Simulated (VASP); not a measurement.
Here is the system:

```xyz
6
Lattice="-2.8240 5.2422 2.5952 2.8240 -5.2422 2.5952 2.8240 5.2422 -2.5952" Properties=species:S:1:pos:R:3 pbc="T T T"
Be     0.0000     0.0000     1.2976
Be     0.0000     0.0000     3.8928
Cl     1.7238     6.3365     0.0000
Cl     1.1002    -1.0944     2.5952
Cl     1.7238     4.1478     2.5952
Cl     1.1002     1.0944     0.0000
```

Calculation: PBEsol GGA, VASP's PBE PAW potentials (set 64) (plane waves; VASP). Numerical set-up: 400 eV cut-off, Gaussian smearing of 0.050 eV, potentials Be Cl.

Without a dispersion term in the relaxation, distances and binding between the weakly bound layers, chains or molecules are unreliable, and so is what depends on them.

Q: Give the energies of bands 6 to 19 at the high-symmetry points, in eV from the valence-band maximum.

A: 
| band | Γ | X | F0 | Λ0 | R | W | S | T |
|---|---|---|---|---|---|---|---|---|
| 6 | -3.57 | -3.53 | -3.49 | -3.67 | -3.82 | -3.81 | -3.73 | -3.56 |
| 7 | -3.40 | -3.24 | -3.40 | -2.88 | -3.05 | -3.09 | -2.92 | -3.38 |
| 8 | -2.29 | -2.09 | -2.20 | -2.74 | -3.05 | -3.09 | -2.92 | -2.28 |
| 9 | -2.17 | -2.08 | -2.11 | -2.58 | -1.86 | -1.84 | -1.98 | -2.10 |
| 10 | -1.76 | -1.60 | -1.69 | -1.49 | -1.86 | -1.84 | -1.98 | -1.83 |
| 11 | -1.67 | -1.53 | -1.64 | -1.25 | -1.14 | -1.11 | -1.17 | -1.61 |
| 12 | -1.44 | -1.39 | -1.37 | -1.16 | -1.14 | -1.11 | -1.17 | -1.14 |
| 13 | -0.64 | -1.16 | -0.90 | -0.99 | -0.53 | -0.55 | -0.80 | -1.02 |
| 14 | -0.43 | -0.78 | -0.79 | -0.56 | -0.53 | -0.55 | -0.80 | -0.78 |
| 15 | -0.42 | -0.61 | -0.69 | -0.36 | -0.34 | -0.34 | -0.26 | -0.60 |
| 16 | -0.18 | -0.12 | -0.01 | -0.34 | -0.34 | -0.34 | -0.26 | 0.00 |
| 17 | 6.31 | 6.95 | 7.15 | 7.03 | 7.73 | 7.94 | 7.50 | 7.53 |
| 18 | 6.77 | 7.35 | 7.68 | 7.91 | 7.73 | 7.94 | 7.50 | 7.72 |
| 19 | 7.96 | 7.56 | 8.36 | 7.93 | 8.23 | 7.97 | 8.80 | 7.87 |

The gap is indirect, 6.31 eV, from the valence maximum at Σ0-Γ at 0.14 to the conduction minimum at Γ.

The structure comes from a computed database's BeCl2 entry (Ibam), a phase known from measurement. It was relaxed first, which changed the volume by +10 %.
